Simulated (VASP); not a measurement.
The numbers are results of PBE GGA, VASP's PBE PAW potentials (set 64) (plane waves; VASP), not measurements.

VASP ran on this input.

KPOINTS:
```
kpoints
0
Gamma
  9 9 9
```

**POSCAR**
```
YSi
1
    0.0000000000     3.0330190000     3.0330190000
    3.0330190000     0.0000000000     3.0330190000
    3.0330190000     3.0330190000     0.0000000000
Si Y
1 1
Direct
  0.0000000000   0.0000000000   0.0000000000
  0.5000000000   0.5000000000   0.5000000000
```

INCAR:
```
ISIF=2   # forces and stress, cell fixed
ENCUT=400   # plane-wave cut-off (eV)
GGA=PE
LMAXMIX=4
ALGO=All
LREAL=.FALSE.   # projection in real space or not
ISMEAR=1
SYSTEM=YSi
NELM=100   # most electronic steps
SIGMA=0.1   # width (eV)
LCHARG=.FALSE.
PREC=Accurate
EDIFF=1E-6
LWAVE=.FALSE.
LASPH=.TRUE.   # aspherical one-centre terms
```

POTCAR, in this order: Si Y_sv (PBE.64 set). Program: vasp_std.

The resulting files:

OSZICAR:
```
       N       E                     dE             d eps       ncg     rms           ort
DAV:   1     0.302617121391E+02    0.30262E+02   -0.63977E+03   385   0.103E+03
DAV:   2    -0.109066606894E+02   -0.41168E+02   -0.39753E+02   385   0.188E+02
DAV:   3    -0.133978756274E+02   -0.24912E+01   -0.24677E+01   385   0.333E+01
DAV:   4    -0.134624731415E+02   -0.64598E-01   -0.63189E-01   385   0.487E+00
DAV:   5    -0.134638248221E+02   -0.13517E-02   -0.13505E-02   385   0.697E-01
SDA:   6    -0.115961368490E+02    0.18677E+01   -0.13505E-02   385   0.332E+01   0.000E+00
CGA:   7    -0.123863850953E+02   -0.79025E+00   -0.79102E+00   385   0.659E+00  -0.140E-01
CGA:   8    -0.125637079685E+02   -0.17732E+00   -0.17787E+00   385   0.198E+00  -0.623E-02
CGA:   9    -0.126160861629E+02   -0.52378E-01   -0.52421E-01   385   0.830E-01  -0.528E-03
CGA:  10    -0.126371512475E+02   -0.21065E-01   -0.21067E-01   385   0.204E-01  -0.707E-04
CGA:  11    -0.126447702007E+02   -0.76190E-02   -0.76213E-02   385   0.978E-02  -0.191E-04
CGA:  12    -0.126475819270E+02   -0.28117E-02   -0.28106E-02   385   0.341E-02   0.205E-04
CGA:  13    -0.126488963403E+02   -0.13144E-02   -0.13134E-02   385   0.139E-02   0.674E-05
CGA:  14    -0.126493639972E+02   -0.46766E-03   -0.46919E-03   385   0.495E-03  -0.189E-04
CGA:  15    -0.126495478334E+02   -0.18384E-03   -0.18496E-03   385   0.196E-03  -0.967E-05
CGA:  16    -0.126496241752E+02   -0.76342E-04   -0.76184E-04   385   0.802E-04   0.130E-05
CGA:  17    -0.126496592538E+02   -0.35079E-04   -0.35134E-04   385   0.381E-04  -0.383E-06
CGA:  18    -0.126496762985E+02   -0.17045E-04   -0.17224E-04   385   0.183E-04  -0.118E-05
CGA:  19    -0.126496845346E+02   -0.82361E-05   -0.81311E-05   385   0.958E-05   0.750E-06
CGA:  20    -0.126496897250E+02   -0.51904E-05   -0.50738E-05   385   0.606E-05   0.659E-06
CGA:  21    -0.126496936324E+02   -0.39074E-05   -0.40315E-05   385   0.486E-05  -0.453E-06
CGA:  22    -0.126496963494E+02   -0.27170E-05   -0.27687E-05   385   0.365E-05  -0.215E-06
CGA:  23    -0.126496982727E+02   -0.19233E-05   -0.19046E-05   385   0.241E-05   0.131E-06
CGA:  24    -0.126496997349E+02   -0.14623E-05   -0.14886E-05   385   0.156E-05  -0.143E-06
CGA:  25    -0.126497005362E+02   -0.80127E-06   -0.81670E-06   385   0.800E-06  -0.123E-06
   1 F= -.12649701E+02 E0= -.12648467E+02  d E =-.370192E-02
```

File OUTCAR:
```
------------------------ aborting loop because EDIFF is reached ----------------------------------------
  FORCE on cell =-STRESS in cart. coord.  units (eV):
  Direction    XX          YY          ZZ          XY          YZ          ZX
  --------------------------------------------------------------------------------------
  Total       -2.2881218     -2.2881218     -2.2881218      0.0000000      0.0000000      0.0000000
  in kB      -65.6953056    -65.6953056    -65.6953056      0.0000000      0.0000000      0.0000000
  external PRESSURE =     -65.6953056 kB  Pullay stress =       0.0000000 kB
  volume of cell :       55.80
      direct lattice vectors                 reciprocal lattice vectors
     0.000000000  3.033019000  3.033019000    -0.164852248  0.164852248  0.164852248
     3.033019000  0.000000000  3.033019000     0.164852248 -0.164852248  0.164852248
     3.033019000  3.033019000  0.000000000     0.164852248  0.164852248 -0.164852248
 POSITION                                       TOTAL-FORCE (eV/Angst)
 -----------------------------------------------------------------------------------
      0.00000      0.00000      0.00000         0.000000      0.000000      0.000000
      3.03302      3.03302      3.03302        -0.000000     -0.000000     -0.000000
 -----------------------------------------------------------------------------------
    total drift:                                0.000000      0.000000      0.000000
  FREE ENERGIE OF THE ION-ELECTRON SYSTEM (eV)
  ---------------------------------------------------
  free  energy   TOTEN  =       -12.6497005362 eV

  energy  without entropy=      -12.6459986149  energy(sigma->0) =      -12.64846656
```
(Selected blocks of OUTCAR.)

The structure was generated: YSi was put into the rocksalt type (Fm-3m), which need not be its known phase. The cell was not relaxed at this level. The run is one of a series of settings (ALGO = All against the base run), some of them coarse on purpose. The electron count is odd and the run is not spin-polarised, which forces a metal.
